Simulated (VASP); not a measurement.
Input for VASP

### KPOINTS
```
Automatic mesh
0
Gamma
17 17 17
0 0 0
```

**INCAR**
```
ALGO=Normal
EDIFF=1E-6
EDIFFG=-0.02
ENCUT=500
GGA=PS
IBRION=2
ISIF=3
ISMEAR=1
LASPH=.TRUE.
LCHARG=.FALSE.
LMAXMIX=4
LREAL=.FALSE.
LWAVE=.FALSE.
NELM=100
NSW=40
PREC=Accurate
PSTRESS=100
SIGMA=0.1
SYSTEM=In
```

POSCAR:
```
In
1
   -1.5259184229     1.5259184229     2.3521271403
    1.5259184229    -1.5259184229     2.3521271403
    1.5259184229     1.5259184229    -2.3521271403
In
1
Direct
  0.0000000000   0.0000000000   0.0000000000
```

POTCAR, in this order: In_d (PBE.64 set). Program: vasp_std.

Question: Write an equivalent input for Quantum ESPRESSO's pw.x.

Answer: One equivalent input (not run):
```
&CONTROL
  calculation = 'vc-relax'
  pseudo_dir = './pseudo'
  outdir = './out'
  tprnfor = .true.
  tstress = .true.
  nstep = 40
  forc_conv_thr = 0.00078
/
&SYSTEM
  ibrav = 0
  nat = 1
  ntyp = 1
  ecutwfc = 70
  occupations = 'smearing'
  smearing = 'methfessel-paxton'
  degauss = 0.00735
  input_dft = 'pbesol'
/
&ELECTRONS
  conv_thr = 7.3e-08
  electron_maxstep = 100
/
&IONS
/
&CELL
  press = 100
/
ATOMIC_SPECIES
  In 114.818 In.upf
CELL_PARAMETERS angstrom
    -1.5259184    1.5259184    2.3521271
     1.5259184   -1.5259184    2.3521271
     1.5259184    1.5259184   -2.3521271
ATOMIC_POSITIONS crystal
  In   0.0000000  0.0000000  0.0000000
K_POINTS automatic
  17 17 17 0 0 0
```
The two are equivalent in intent, not identical: the potentials are each code's own (VASP's PAW set, PseudoDojo norm-conserving files in pw.x), so ENCUT and ecutwfc are chosen apart and not converted; conv_thr bounds pw.x's estimated SCF error, while EDIFF bounds the energy change between steps; forc_conv_thr acts on force components and is met together with etot_conv_thr.

The compound is In in the bct structure. This run relaxes it under an external pressure of 10 GPa. Symmetry was kept, so distortions that lower it aren't found.
